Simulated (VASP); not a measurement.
**RhI3 (space group C2/m): computed properties**

The numbers are results of r2SCAN meta-GGA, VASP's PBE PAW potentials (set 64) (plane waves; VASP), not measurements.

- space group: C2/m (12)
- cell: a = 6.8515 Å, b = 11.8747 Å, c = 7.0213 Å, α = 90.00°, β = 107.28°, γ = 90.00°
- volume per atom: 34.09 Å³/atom
- band gap (over mesh and band path): 1.26 eV
- smallest direct gap (over mesh and band path): 1.34 eV
- density: 5.89 g/cm³

```
RhI3
1.0
    3.42575    -5.93735     0.00119
    3.42575     5.93735     0.00119
   -2.08846     0.00000     6.70351
Rh I
2 6
Direct
  0.83331   0.16669   0.00000
  0.16669   0.83331   0.00000
  0.92384   0.56799   0.22464
  0.07616   0.43201   0.77536
  0.43201   0.07616   0.77536
  0.56799   0.92384   0.22464
  0.21302   0.21302   0.22654
  0.78698   0.78698   0.77346
```

Unless said otherwise, spin-orbit coupling is left out, though it shifts the bands of the heavy elements here.

The structure comes from a computed database's RhI3 entry (C2/m); how it stands against other phases isn't given here. It was relaxed first. Symmetry was kept, so distortions that lower it aren't found.
